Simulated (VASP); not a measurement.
```xyz
8
Lattice="4.1497 0.0000 0.0000 0.0000 4.1497 0.0000 0.0000 0.0000 4.1497" Properties=species:S:1:pos:R:3 pbc="T T T"
F      0.0000     4.1497     4.1497
F      2.0749     2.0749     2.0749
F      1.0374     2.0749     0.0000
F      0.0000     3.1123     2.0749
F      3.1123     2.0749     0.0000
F      0.0000     1.0374     2.0749
F      2.0749     0.0000     3.1123
F      2.0749     4.1497     1.0374
```

Level of theory: r2SCAN meta-GGA, VASP's PBE PAW potentials (set 64) (plane waves; VASP 6.6.1). Settings: 520 eV cut-off, 8×8×8 Γ-centred mesh, tetrahedra with Blöchl corrections, potentials F.

Problem. Give the energies of bands 19 to 32 at the high-symmetry points, in eV from the Fermi level.

Solution. 
| band | Γ | X | M | R |
|---|---|---|---|---|
| 19 | -1.34 | -1.32 | -1.69 | -0.93 |
| 20 | -1.34 | -1.32 | -1.12 | -0.93 |
| 21 | -0.54 | -0.95 | -1.04 | -0.93 |
| 22 | -0.54 | -0.95 | -0.68 | -0.93 |
| 23 | -0.54 | -0.89 | -0.68 | -0.74 |
| 24 | -0.23 | -0.89 | -0.66 | -0.74 |
| 25 | -0.23 | -0.45 | -0.40 | -0.74 |
| 26 | -0.23 | -0.45 | -0.40 | -0.74 |
| 27 | 0.14 | 0.15 | -0.31 | -0.47 |
| 28 | 0.14 | 0.15 | -0.30 | -0.47 |
| 29 | 0.14 | 0.25 | -0.27 | -0.47 |
| 30 | 1.15 | 0.25 | 0.25 | -0.47 |
| 31 | 1.15 | 1.11 | 0.25 | -0.47 |
| 32 | 1.15 | 1.11 | 1.06 | -0.47 |

It has no gap at this level: it comes out as a metal or semimetal.

The structure comes from a measured F entry (Pm-3n) of the Crystallography Open Database, whose conditions weren't checked. It was relaxed first, which changed the volume by -76 %.
